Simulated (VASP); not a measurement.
An input for Quantum ESPRESSO's pw.x (written as the equivalent of a VASP run, and not itself run):

```
&CONTROL
  calculation = 'scf'
  pseudo_dir = './pseudo'
  outdir = './out'
  tprnfor = .true.
  tstress = .true.
/
&SYSTEM
  ibrav = 0
  nat = 2
  ntyp = 2
  ecutwfc = 82
  occupations = 'smearing'
  smearing = 'methfessel-paxton'
  degauss = 0.00735
  input_dft = 'pbe'
/
&ELECTRONS
  conv_thr = 7.3e-08
  electron_maxstep = 100
/
ATOMIC_SPECIES
  W 183.840 W.upf
  C 12.011 C.upf
CELL_PARAMETERS angstrom
     1.4550000   -2.5201340    0.0000000
     1.4550000    2.5201340    0.0000000
     0.0000000    0.0000000    2.8400000
ATOMIC_POSITIONS crystal
  W    0.0000000  0.0000000  0.0000000
  C    0.3333330  0.6666670  0.5000000
K_POINTS automatic
  11 11 10 0 0 0
```

**Question.** Write the VASP files for the same calculation (PBE).

**Answer.** Several could match; the one computed here: 
**KPOINTS**
```
K-points
0
Gamma
 11 11 10
```

INCAR:
```
# general
SYSTEM   =  WC
PREC     =  Accurate
ENCUT    =  520
LREAL    =  .False.
LASPH    =  .True.

# electronic loop
EDIFF    =  1E-6
NELM     =  100
ALGO     =  Normal
LMAXMIX  =  6

# smearing
ISMEAR   =  1
SIGMA    =  0.1

# functional
GGA      =  PE

# ions
ISIF     =  2

# output
LWAVE    =  .False.
LCHARG   =  .False.
```

**POSCAR**
```
WC
1
    1.4550000000    -2.5201340000     0.0000000000
    1.4550000000     2.5201340000     0.0000000000
    0.0000000000     0.0000000000     2.8400000000
W C
1 1
Direct
  0.0000000000   0.0000000000   0.0000000000
  0.3333330000   0.6666670000   0.5000000000
```

POTCAR, in this order: W_sv C (PBE.64 set). Program: vasp_std.

What does not carry over: the potentials are each code's own (VASP's PAW set, PseudoDojo norm-conserving files in pw.x), so ENCUT and ecutwfc are chosen apart and not converted; conv_thr bounds pw.x's estimated SCF error, while EDIFF bounds the energy change between steps.

The compound is WC in the wc structure. The cell was not relaxed at this level.
